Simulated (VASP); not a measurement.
Data:

```xyz
2
Lattice="3.0253 0.0000 0.0000 -1.5126 2.6200 0.0000 0.0000 0.0000 2.6186" Properties=species:S:1:pos:R:3 pbc="T T T"
B     -1.5126     2.6200     0.0000
P      1.5126     0.8733     1.3093
```

The numbers are results of r2SCAN meta-GGA, VASP's PBE PAW potentials (set 64) (plane waves; VASP), not measurements. Run with 520 eV cut-off, 15×15×15 Γ-centred mesh, tetrahedra with Blöchl corrections, potentials B P.

Question: Give the energies of bands 2 to 7 at the high-symmetry points, in eV from the Fermi level.

Answer: 
```csv
band,Γ,M,K,A,L,H
2,-1.19,-11.25,-10.79,-11.77,-8.49,-7.74
3,-1.19,-4.15,-8.32,3.19,-6.99,-7.28
4,-0.06,1.22,4.34,3.19,-5.27,-4.77
5,4.03,3.15,5.32,3.60,0.81,-3.25
6,4.03,6.30,8.36,3.60,1.10,-2.69
7,4.38,8.60,9.32,7.05,4.91,11.03
```

It has no gap at this level: it comes out as a metal or semimetal.

The structure was generated: BP was put into the WC type (P-6m2), which need not be its known phase. It was relaxed first, which changed the volume by +8 %.
